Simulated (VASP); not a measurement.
Output of a VASP run:

**OSZICAR**
```
       N       E                     dE             d eps       ncg     rms          rms(c)
DAV:   1     0.513711986928E+02    0.51371E+02   -0.67114E+03   880   0.111E+03
DAV:   2    -0.155612290585E+02   -0.66932E+02   -0.60225E+02   988   0.194E+02
DAV:   3    -0.176744764385E+02   -0.21132E+01   -0.20227E+01  1056   0.323E+01
DAV:   4    -0.176866703367E+02   -0.12194E-01   -0.12193E-01   980   0.297E+00
DAV:   5    -0.176867687916E+02   -0.98455E-04   -0.98454E-04  1064   0.291E-01    0.129E+01
DAV:   6    -0.584441597413E+01    0.11842E+02   -0.53718E+00   840   0.250E+01    0.531E+00
DAV:   7    -0.600611915617E+01   -0.16170E+00   -0.99018E-01   840   0.945E+00    0.251E+00
DAV:   8    -0.554159046271E+01    0.46453E+00   -0.17802E+00   852   0.137E+01    0.223E+00
DAV:   9    -0.574303064103E+01   -0.20144E+00   -0.53104E-01   948   0.831E+00    0.386E-01
DAV:  10    -0.574175579185E+01    0.12748E-02   -0.11988E-02   980   0.129E+00    0.410E-01
DAV:  11    -0.574313743476E+01   -0.13816E-02   -0.28860E-02   968   0.182E+00    0.139E-01
DAV:  12    -0.574346693360E+01   -0.32950E-03   -0.83105E-04   952   0.322E-01    0.779E-02
DAV:  13    -0.574348932992E+01   -0.22396E-04   -0.14897E-05  1072   0.326E-02    0.741E-02
DAV:  14    -0.574342440615E+01    0.64924E-04   -0.36833E-04   908   0.199E-01    0.124E-01
DAV:  15    -0.574376959591E+01   -0.34519E-03   -0.64324E-04   868   0.276E-01    0.111E-01
DAV:  16    -0.574367804059E+01    0.91555E-04   -0.36808E-04   972   0.196E-01    0.584E-02
DAV:  17    -0.574368334976E+01   -0.53092E-05   -0.89685E-06   936   0.297E-02    0.593E-02
DAV:  18    -0.574368826169E+01   -0.49119E-05   -0.17227E-06   952   0.140E-02    0.800E-02
DAV:  19    -0.574368601537E+01    0.22463E-05   -0.80261E-06   944   0.296E-02    0.180E-02
DAV:  20    -0.574368779081E+01   -0.17754E-05   -0.52809E-06   872   0.245E-02    0.546E-03
DAV:  21    -0.574368899820E+01   -0.12074E-05   -0.94183E-07   872   0.142E-02    0.429E-03
DAV:  22    -0.574368756658E+01    0.14316E-05   -0.28930E-07   896   0.794E-03    0.170E-03
DAV:  23    -0.574368801396E+01   -0.44738E-06   -0.61041E-08   504   0.363E-03    0.246E-04
DAV:  24    -0.574368789070E+01    0.12326E-06   -0.36824E-09   464   0.803E-04    0.152E-04
DAV:  25    -0.574368789822E+01   -0.75197E-08   -0.28189E-10   480   0.202E-04
   1 F= -.57436879E+01 E0= -.57440413E+01  d E =0.106012E-02
```

**OUTCAR**
```
------------------------ aborting loop because EDIFF is reached ----------------------------------------
  FORCE on cell =-STRESS in cart. coord.  units (eV):
  Direction    XX          YY          ZZ          XY          YZ          ZX
  --------------------------------------------------------------------------------------
  Total        1.4159512      1.4159512      1.4159512      0.0000000      0.0000000      0.0000000
  in kB       45.6844902     45.6844902     45.6844902      0.0000000      0.0000000      0.0000000
  external PRESSURE =      45.6844902 kB  Pullay stress =       0.0000000 kB
  volume of cell :       49.66
      direct lattice vectors                 reciprocal lattice vectors
     0.000000000  2.917337670  2.917337670    -0.171389142  0.171389142  0.171389142
     2.917337670  0.000000000  2.917337670     0.171389142 -0.171389142  0.171389142
     2.917337670  2.917337670  0.000000000     0.171389142  0.171389142 -0.171389142
 POSITION                                       TOTAL-FORCE (eV/Angst)
 -----------------------------------------------------------------------------------
      1.45867      1.45867      1.45867         0.000000      0.000000     -0.000000
      4.37601      4.37601      4.37601        -0.000000     -0.000000      0.000000
      0.00000      0.00000      0.00000        -0.000000     -0.000000     -0.000000
 -----------------------------------------------------------------------------------
    total drift:                                0.000000     -0.000000      0.000000
  FREE ENERGIE OF THE ION-ELECTRON SYSTEM (eV)
  ---------------------------------------------------
  free  energy   TOTEN  =        -5.7436878982 eV

  energy  without entropy=       -5.7447480155  energy(sigma->0) =       -5.74404127
```
(Selected blocks of OUTCAR.)

File POSCAR:
```
PtAl2
1
    0.0000000000     2.9173376700     2.9173376700
    2.9173376700     0.0000000000     2.9173376700
    2.9173376700     2.9173376700     0.0000000000
Al Pt
2 1
Direct
  0.2500000000   0.2500000000   0.2500000000
  0.7500000000   0.7500000000   0.7500000000
  0.0000000000   0.0000000000   0.0000000000
```

Q: Write an INCAR and KPOINTS that could have produced this output.

A: One answer among several that fit: the input of the run itself, MS2 meta-GGA, plane waves, VASP's PBE PAW potentials (set 64).

KPOINTS:
```
kpoints
0
gamma
  9 9 9
```

INCAR:
```
SYSTEM = PtAl2
PREC = Accurate; ENCUT = 520; LREAL = F
LASPH = T
EDIFF = 1E-7; NELM = 100; ALGO = Normal
LMAXMIX = 6; LMIXTAU = T
ISMEAR = 1; SIGMA = 0.1
METAGGA = MS2
ISIF = 2
LWAVE = F; LCHARG = F
```

POTCAR, in this order: Al Pt (PBE.64 set). Program: vasp_std.

The compound is PtAl2 in the fluorite structure. This cell is one point of a volume scan, at 0.97 of the reference volume.
